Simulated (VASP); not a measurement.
Crystal: ZnGe2N2.

```
CELL_PARAMETERS angstrom
3.25305 -2.43131 0.00000
3.25305 2.43131 0.00000
-1.47623 0.00000 5.34269
ATOMIC_POSITIONS crystal
Zn 0.00000 0.00000 0.00000
Ge 0.00000 0.50000 0.00000
Ge 0.50000 0.00000 0.00000
N 0.50000 0.50000 0.50000
N 0.50000 0.50000 0.00000
```

The cell was built by a generator and needn't be a form met in nature.

```yaml
Program: VASP 6.6.1
Task: relaxation of cell and atoms
Functional: PBE
Potentials_or_basis: VASP PAW PBE potentials, release 64 (Zn, Ge_d, N)
Cutoff: 520 eV
k_mesh: 4 × 4 × 3
Occupations: gaussian, width 0.15 eV
Spin: no spin polarisation
```

At the start: pressure 38.5 GPa; volume 16.90 Å³/atom.

Problem. Where does the relaxation end?

Solution. Over 15 steps the energy falls by 1669.2 meV/atom and the volume is 13.85 Å³/atom (-18.1 %); space group C2/m (No. 12, to 0.05 Å).

Step by step:
| step | energy change (eV) | largest force (eV/Å) | pressure (GPa) | volume (Å³) |
| --- | --- | --- | --- | --- |
| 1 | 0.0000 | 0.0000 | 38.54 | 84.51 |
| 2 | -2.7916 | 0.0000 | -15.01 | 138.69 |
| 3 | -4.5341 | 0.0000 | -6.54 | 111.40 |
| 4 | -4.5350 | 0.0000 | -5.31 | 110.84 |
| 5 | -5.5229 | 0.0000 | -6.88 | 101.89 |
| 6 | -6.6349 | 0.0000 | -7.20 | 92.31 |
| 7 | -5.2465 | 0.0000 | 1.21 | 72.67 |
| 8 | -8.0941 | 0.0000 | 6.20 | 66.62 |
| 9 | -8.1083 | 0.0000 | 2.80 | 68.95 |
| 10 | -8.2607 | 0.0000 | 3.40 | 68.08 |
| 11 | -8.3341 | 0.0000 | -1.86 | 70.20 |
| 12 | -8.3350 | 0.0000 | -0.52 | 69.97 |
| 13 | -8.3350 | 0.0000 | -1.54 | 70.05 |
| 14 | -8.3392 | 0.0000 | 0.59 | 68.56 |
| 15 | -8.3461 | 0.0000 | -0.03 | 69.25 |

Final structure:
```
Zn Ge N
1.0
     3.83570   -2.98012   -0.40992
     3.83570    2.98012   -0.40992
    -2.28485    0.00000    3.27315
Zn Ge N
1 2 2
Direct
  0.00000 0.00000 0.00000
  0.00000 0.50000 0.00000
  0.50000 0.00000 0.00000
  0.50000 0.50000 0.50000
  0.50000 0.50000 0.00000
```

Caveat: the k mesh is coarse (spacing up to 0.41 Å⁻¹), so the values aren't converged; the volume moved by over 15 % at a fixed basis, so the end points are rough.
